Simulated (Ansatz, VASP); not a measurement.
**Ge2P4W (WGe2P4 monolayer) in two plane-wave programs**

One calculation is typed for both programs; each brings its own data sets. How far apart do they land? The cell is taken from a series of runs on this material, whose earlier steps may have relaxed, scaled, displaced or heated it; both programs get it as it stands.

Program: Ansatz 0.2.0. Level of theory: plane waves, with VASP 6.6.1 beside it; single point at PBE with D3(BJ). Results are calculated unless marked as measured.

### 1. Starting point

The cell holds 7 atoms: 4 P, 2 Ge and 1 W. Its edges and angles: a = 3.496 Å, b = 3.496 Å, c = 27.652 Å, α = 90.0°, β = 90.0°, γ = 120.0°. Vacuum lies along c.

As a file:

```xyz
7
Lattice="3.4963 0.0000 0.0000 -1.7482 3.0279 0.0000 0.0000 0.0000 27.6522" Properties=species:S:1:pos:R:3
P     0.0000    0.0000    9.0000
P     0.0000    2.0186   12.4301
P     0.0000    2.0186   15.2221
P     0.0000    0.0000   18.6522
Ge    0.0000    2.0186   10.1099
Ge    0.0000    2.0186   17.5423
W     0.0000    0.0000   13.8261
```

### 2. VASP: single point, PBE with D3(BJ)

A single point gives forces, pressure and levels at one fixed geometry, so differences don't come from the geometry; what else differs is listed under the comparison.

Lines of VASP's logs that name or quote its potential files are left out, and so is its time.

File INCAR:

```
SYSTEM = Ge2P4W
PREC = Accurate
ENCUT = 520
EDIFF = 1E-06
NELM = 120
ISMEAR = -1
SIGMA = 0.02585
LREAL = .FALSE.
ALGO = Normal
GGA = PE
IVDW = 12
NBANDS = 34
LASPH = .TRUE.
LORBIT = 11
LWAVE = .FALSE.
LCHARG = .FALSE.
ISIF = 2
LDIPOL = .TRUE.
IDIPOL = 3
DIPOL = 0.5 0.5 0.5
LVHAR = .TRUE.
GGA_COMPAT = .FALSE.
EFERMI = MIDGAP
NELMDL = -8
KPAR = 2
```

File POSCAR:

```
Ge2P4W
1.0
    3.4963125202      0.0000000000      0.0000000000
   -1.7481562601      3.0278954621      0.0000000000
    0.0000000000      0.0000000000     27.6521995058
P Ge W
4 2 1
Direct
    0.0000000000      0.0000000000      0.3254713969
    0.3333333333      0.6666666667      0.4495139810
    0.3333333333      0.6666666667      0.5504860190
    0.0000000000      0.0000000000      0.6745286031
    0.3333333333      0.6666666667      0.3656088808
    0.3333333333      0.6666666667      0.6343911192
    0.0000000000      0.0000000000      0.5000000000
```

File KPOINTS:

```
Automatic mesh
0
Gamma
18 18 1
0 0 0
```

The projector-augmented-wave data sets are P, Ge_d and W (PBE family, release 64).

Run with:

```console
mpirun -np 2 vasp_std
```

Numbers of over 12 decimals in the logs are rounded to 6 here.

The log of the run:

```text
[banner, memory and clock lines left out]
running    2 mpi-ranks, on    1 nodes
 distrk:  each k-point on    1 cores,    2 groups
 distr:  one band on    1 cores,    1 groups

 POSCAR found type information on POSCAR P GeW
 POSCAR found :  3 types and       7 ions
 LDA part: xc-table for (Slater+PW92), standard interpolation
 POSCAR, INCAR and KPOINTS ok, starting setup
 FFT: planning ... GRIDC
 FFT: planning ... GRID_SOFT
 FFT: planning ... GRID
 WAVECAR not read
 entering main loop
       N       E                     dE             d eps       ncg     rms          rms(c)
DAV:   1     0.479844412815E+03    0.47984E+03   -0.24335E+04  3154   0.204E+03
DAV:   2     0.251280844493E+02   -0.45472E+03   -0.44171E+03  3046   0.521E+02
DAV:   3    -0.428801540937E+02   -0.68008E+02   -0.67033E+02  3664   0.161E+02
DAV:   4    -0.460445542393E+02   -0.31644E+01   -0.31474E+01  3156   0.431E+01
DAV:   5    -0.461848792531E+02   -0.14033E+00   -0.14021E+00  3984   0.777E+00
DAV:   6    -0.461878754661E+02   -0.29962E-02   -0.29958E-02  3774   0.968E-01
DAV:   7    -0.461879718176E+02   -0.96352E-04   -0.96347E-04  4008   0.166E-01
DAV:   8    -0.461879766935E+02   -0.48759E-05   -0.48758E-05  3736   0.332E-02    0.245E+01
DAV:   9    -0.447152985722E+02    0.14727E+01   -0.62312E+00  3260   0.974E+00    0.955E+00
DAV:  10    -0.444997301176E+02    0.21557E+00   -0.18008E+00  3392   0.626E+00    0.560E+00
DAV:  11    -0.444272472810E+02    0.72483E-01   -0.46554E-01  3422   0.336E+00    0.528E-01
DAV:  12    -0.444282659811E+02   -0.10187E-02   -0.49822E-02  3190   0.116E+00    0.386E-01
DAV:  13    -0.444273049291E+02    0.96105E-03   -0.46222E-03  3562   0.320E-01    0.277E-01
DAV:  14    -0.444271000087E+02    0.20492E-03   -0.11945E-03  3144   0.186E-01    0.115E-01
[...]
DAV:  26    -0.444273649972E+02   -0.86811E-05   -0.20348E-05  3326   0.306E-02    0.156E-02
DAV:  27    -0.444273679480E+02   -0.29509E-05   -0.26987E-06  2420   0.731E-03    0.101E-02
DAV:  28    -0.444273695122E+02   -0.15641E-05   -0.86783E-08  1540   0.196E-03    0.487E-03
DAV:  29    -0.444273761817E+02   -0.66695E-05   -0.28235E-07  1746   0.206E-03    0.802E-03
DAV:  30    -0.444273778812E+02   -0.16996E-05   -0.10010E-07  1736   0.202E-03    0.545E-03
DAV:  31    -0.444273789390E+02   -0.10578E-05   -0.14425E-07  1840   0.132E-03    0.943E-04
DAV:  32    -0.444273803632E+02   -0.14242E-05   -0.34256E-08  1630   0.853E-04    0.104E-03
DAV:  33    -0.444273812414E+02   -0.87818E-06   -0.14994E-08  1522   0.499E-04
   1 F= -.46832115E+02 E0= -.46832115E+02  d E =-.165306E-07
```

OUTCAR, selected parts (step 2):

```text
ion  position               nearest neighbor table
   1  0.000  0.000  0.325-   5 2.30   5 2.30   5 2.30
   2  0.333  0.667  0.450-   5 2.32   7 2.45   7 2.45   7 2.45   3 2.79
   3  0.333  0.667  0.550-   6 2.32   7 2.45   7 2.45   7 2.45   2 2.79
   4  0.000  0.000  0.675-   6 2.30   6 2.30   6 2.30
   5  0.333  0.667  0.366-   1 2.30   1 2.30   1 2.30   2 2.32
   6  0.333  0.667  0.634-   4 2.30   4 2.30   4 2.30   3 2.32
   7  0.000  0.000  0.500-   2 2.45   3 2.45   2 2.45   3 2.45   2 2.45   3 2.45

  LATTYP: Found a hexagonal cell.
 ALAT       =     3.4963125202
 C/A-ratio  =     7.9089610400

 Subroutine GETGRP returns: Found 12 space group operations
 (whereof 12 operations were pure point group operations)

The static configuration has the point symmetry D_3h.

 Found     37 irreducible k-points:

   k-points           NKPTS =     37   k-points in BZ     NKDIM =     37   number of bands    NBANDS=     34

   dimension x,y,z NGX =    28 NGY =   28 NGZ =  210
   dimension x,y,z NGXF=    56 NGYF=   56 NGZF=  420

   ENCUT  =  520.0 eV  38.22 Ry    6.18 a.u.   6.50  6.50 51.41*2*pi/ulx,y,z

   NELECT =      54.0000    total number of electrons

 k-points in reciprocal lattice and weights: Automatic mesh
   0.00000000  0.00000000  0.00000000       0.003
   0.05555556  0.00000000  0.00000000       0.019
   0.11111111  0.00000000  0.00000000       0.019
   0.16666667  0.00000000  0.00000000       0.019
   0.22222222 -0.00000000  0.00000000       0.019
   0.27777778 -0.00000000  0.00000000       0.019
   0.33333333  0.00000000  0.00000000       0.019
   0.38888889  0.00000000  0.00000000       0.019
   0.44444444 -0.00000000  0.00000000       0.019
[...]
0.33333333  0.27777778  0.00000000       0.037
   0.33333333  0.33333333  0.00000000       0.006

 dipolmoment           0.000000      0.000000      0.000000 electrons x Angstroem

 average (electrostatic) potential at core
       1 -88.5596       2 -88.6630       3 -88.6630       4 -88.5596       5 -79.4535
       6 -79.4535       7 -45.7545

 E-fermi :   0.0512

 k-point     1 :       0.0000    0.0000    0.0000
  band No.  band energies     occupation
    ...
     23      -0.6390      2.00000
     24      -0.6390      2.00000
     25      -0.5946      2.00000
     26      -0.5946      2.00000
     27      -0.3792      2.00000
     28       2.6092      0.00000
     29       2.6092      0.00000
     30       2.7879      0.00000
     31       2.8403      0.00000
     32       2.9730      0.00000
    ...

 k-point     2 :       0.0556    0.0000    0.0000
  band No.  band energies     occupation
    ...
     23      -1.0546      2.00000
     24      -0.9169      2.00000
     25      -0.7365      2.00000
     26      -0.6884      2.00000
     27      -0.3555      2.00000
     28       2.4899      0.00000
     29       2.6991      0.00000
     30       2.7192      0.00000
     31       2.9812      0.00000
     32       3.0905      0.00000
    ...

 k-point     3 :       0.1111    0.0000    0.0000
  band No.  band energies     occupation
    ...
     23      -1.7318      2.00000
     24      -1.1219      2.00000
     25      -0.9873      2.00000
     26      -0.9303      2.00000
     27      -0.4079      2.00000
     28       2.2440      0.00000
     29       2.3294      0.00000
     30       2.9316      0.00000
     31       2.9351      0.00000
     32       3.2785      0.00000
    ...

 Edisp (eV)   -2.40473

  Total      -0.27726    -0.27726    -0.33690     0.00000     0.00000    -0.00000
  in kB      -1.51747    -1.51747    -1.84385     0.00000     0.00000    -0.00000
  external pressure =       -1.63 kB  Pullay stress =        0.00 kB

  energy-cutoff  :      520.00
  volume of cell :      292.74
      direct lattice vectors                 reciprocal lattice vectors
     3.496312520  0.000000000  0.000000000     0.286015622  0.165131196  0.000000000
    -1.748156260  3.027895462  0.000000000     0.000000000  0.330262393  0.000000000
     0.000000000  0.000000000 27.652199506     0.000000000  0.000000000  0.036163489

 POSITION                                       TOTAL-FORCE (eV/Angst)
 -----------------------------------------------------------------------------------
      0.00000      0.00000      9.00000         0.000000      0.000000      0.036834
     -0.00000      2.01860     12.43005         0.000000     -0.000000      0.025725
     -0.00000      2.01860     15.22215         0.000000     -0.000000     -0.025725
      0.00000      0.00000     18.65220         0.000000      0.000000     -0.036834
     -0.00000      2.01860     10.10989        -0.000000     -0.000000     -0.017553
     -0.00000      2.01860     17.54231        -0.000000     -0.000000      0.017553
      0.00000      0.00000     13.82610         0.000000     -0.000000     -0.000000
 -----------------------------------------------------------------------------------
    total drift:                               -0.000002      0.000001     -0.000000

  FREE ENERGIE OF THE ION-ELECTRON SYSTEM (eV)
  ---------------------------------------------------
  free  energy   TOTEN  =       -46.8321153062 eV

  energy  without entropy=      -46.8321152897  energy(sigma->0) =      -46.83211530

 vacuum level on the upper side and lower side of the slab         5.062         5.062

 total charge
# of ion       s       p       d       tot
------------------------------------------
    1        1.086   1.429   0.000   2.515
    2        1.023   1.492   0.000   2.515
    3        1.023   1.492   0.000   2.515
    4        1.086   1.429   0.000   2.515
    5        1.106   1.298  10.096  12.500
    6        1.106   1.298  10.096  12.500
    7        0.564   0.628   4.248   5.440
--------------------------------------------------
tot          6.994   9.066  24.440  40.500

[... 3 further parts left out ...]
```

The data set W keeps the semicore shell frozen, which is cheaper and a little less accurate.

(Continued in part 2 of 2.)

[Lines on the potential files, build, host, timing and source positions are cut from VASP's logs without a mark.]

[Logs are printed without paths, hosts, clocks, repeated set-up lines and the standing remarks that a program may print on its own settings, such as how far it seeks lower states.]

[Hosts, paths, dates, database ids (printed as entryN), source tags and the programs' standing remarks are cut or masked in the printed files.]
